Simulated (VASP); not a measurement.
Data:

```xyz
1
Lattice="-1.5150 1.5150 1.5150 1.5150 -1.5150 1.5150 1.5150 1.5150 -1.5150" Properties=species:S:1:pos:R:3 pbc="T T T"
V      0.0000     0.0000     0.0000
```

These are PBEsol GGA, VASP's PBE PAW potentials (set 64) (plane waves; VASP) values and carry that method's errors. Numerical set-up: 400 eV cut-off, 15×15×15 Γ-centred mesh, first-order Methfessel-Paxton smearing of 0.10 eV, potentials V_sv.

Energy and stress use the plane-wave basis of the starting cell.

The ions, cell shape and volume are relaxed. What does this cell relax into?

```xyz
1
Lattice="-1.4762 1.4762 1.4762 1.4762 -1.4762 1.4762 1.4762 1.4762 -1.4762" Properties=species:S:1:pos:R:3 pbc="T T T"
V     -1.4762     1.4762     1.4762
```
Space group Im-3m (229), at a tolerance of 0.03 Å.

How do energy and volume change from the first to the last step?

The energy (σ→0) changes by -48.5 meV/atom and the volume by -7.5 %, in 4 ionic steps.

The compound is V in the bcc structure. This run relaxes it. Symmetry was kept, so distortions that lower it aren't found. The run is not spin-polarised, so no magnetic state was tried.
